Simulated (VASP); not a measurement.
Set up this calculation in VASP 6.6.1, as the native input.

| Item | Value |
| --- | --- |
| Task | relaxation of cell and atoms |
| Functional | LDA |
| Potentials or basis | VASP PAW LDA potentials, release 64 (Na_pv, Cl) |
| Cutoff | 600 eV |
| k mesh | 8 × 8 × 8 |
| Occupations | gaussian, width 0.03 eV |
| Spin | no spin polarisation |
| Further INCAR settings | ALGO = Normal; EDIFF = 1e-07; IBRION = 2; EDIFFG = -0.005; NSW = 90; ISIF = 3 |

The structure of NaCl lies in POSCAR:

```
NaCl                                    
1.0
    0.0000000000      2.7342198651      2.7342198651
    2.7342198651     -0.0000000000      2.7342198651
    2.7342198651      2.7342198651      0.0000000000
  Na              Cl            
     1     1
Direct
     0.0000000000000000    0.0000000000000000    0.0000000000000000
     0.5000000000000000    0.5000000000000000    0.5000000000000000
```

These files were run (other wordings do the same):

INCAR

```
SYSTEM = NaCl
  ALGO = Normal
  EDIFF = 1E-7
  EDIFFG = -0.005
  ENCUT = 600
  GGA = CA
  IBRION = 2
  ISIF = 3
  ISMEAR = 0
  LASPH = .TRUE.
  LCHARG = .FALSE.
  LREAL = .FALSE.
  LWAVE = .FALSE.
  NELM = 80
  NSW = 90
  PREC = Accurate
  SIGMA = 0.03
```

KPOINTS

```
k-points
0
G
  8 8 8
  0 0 0
```

Potentials or basis: VASP PAW LDA potentials, release 64 (Na_pv, Cl).

Launch:

```bash
$ cat potpaw_LDA.64/Na_pv/POTCAR potpaw_LDA.64/Cl/POTCAR > POTCAR
$ mpirun -np 1 vasp_std > vasp.out
```

It gave:

```
Relaxed volume                         : 20.43 Å³/atom
Relaxed cell                           : a = 3.866 Å, b = 3.866 Å, c = 3.866 Å, α = 60.00°, β = 60.00°, γ = 60.00°
Space group after relaxing (to 0.05 Å) : Fm-3m (No. 225)
Energy gained by relaxing              : 0.0 meV/atom
Ionic steps                            : 2
Pressure after relaxing                : 0.0 GPa
Band gap on the k mesh                 : 5.07 eV, direct
```

Wall time 12 s on 1 thread of Intel(R) Xeon(R) Platinum 8259CL CPU @ 2.50GHz (Skylake/Cascade Lake) (shared host), peak memory 0.15 GiB.
